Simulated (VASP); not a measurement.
OSZICAR of a VASP run on NbH (space group Cmme):

**OSZICAR**
```
       N       E                     dE             d eps       ncg     rms          rms(c)
DAV:   1     0.208808735742E+03    0.20881E+03   -0.12506E+04  5408   0.112E+03
DAV:   2    -0.149896781581E+02   -0.22380E+03   -0.22024E+03  6968   0.487E+02
DAV:   3    -0.317595445143E+02   -0.16770E+02   -0.16487E+02  9992   0.933E+01
DAV:   4    -0.323341840097E+02   -0.57464E+00   -0.57253E+00  7264   0.167E+01
DAV:   5    -0.323560497809E+02   -0.21866E-01   -0.21810E-01  9494   0.320E+00    0.126E+01
DAV:   6    -0.305836364677E+02    0.17724E+01   -0.40573E+00  7038   0.175E+01    0.426E+00
DAV:   7    -0.303592227498E+02    0.22441E+00   -0.12735E+00  9688   0.851E+00    0.142E+00
DAV:   8    -0.303569174925E+02    0.23053E-02   -0.62378E-02  7552   0.209E+00    0.685E-01
DAV:   9    -0.303566560465E+02    0.26145E-03   -0.93849E-03  7742   0.931E-01    0.781E-02
DAV:  10    -0.303565376854E+02    0.11836E-03   -0.69577E-04  7816   0.191E-01    0.445E-02
DAV:  11    -0.303565343313E+02    0.33541E-05   -0.13101E-04  8742   0.824E-02    0.112E-02
DAV:  12    -0.303565306363E+02    0.36950E-05   -0.26460E-05  7336   0.462E-02    0.526E-03
DAV:  13    -0.303565305988E+02    0.37483E-07   -0.60509E-07  4912   0.881E-03
   1 F= -.30356531E+02 E0= -.30352080E+02  d E =-.890136E-02
```

Which electronic solver shows in the log?

It is blocked Davidson (ALGO = Normal, or the opening steps of other solvers). The INCAR had ALGO = Normal.

Can the final energy be trusted as converged?

The calculation finished and met its thresholds. It stopped with EDIFF = 1E-6, NELM = 100 (LDA (Ceperley-Alder, Perdew-Zunger), plane waves, VASP's LDA PAW potentials (set 64)).

The structure comes from a computed database's NbH entry (Cmme); how it stands against other phases isn't given here. The cell was not relaxed at this level, and its volume differs by -5.9 % from the start's.
